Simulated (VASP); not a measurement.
Input:

```xyz
3
Lattice="0.0000 3.1950 3.1950 3.1950 0.0000 3.1950 3.1950 3.1950 0.0000" Properties=species:S:1:pos:R:3 pbc="T T T"
Mg     1.5975     1.5975     1.5975
Mg     4.7925     4.7925     4.7925
Ge     0.0000     0.0000     0.0000
```

Calculation: PBE GGA, VASP's PBE PAW potentials (set 64) (plane waves; VASP). Settings: 400 eV cut-off, 5×5×5 Γ-centred mesh, Gaussian smearing of 0.050 eV, potentials Mg Ge_d.

### Question
Estimate the energy per atom (σ→0).

### Answer

The energy per atom (σ→0) is -2765 meV/atom.

Total energies compare only between runs with the same potentials, cut-off and functional.

The compound is Mg2Ge in the antifluorite structure. The cell was not relaxed at this level.
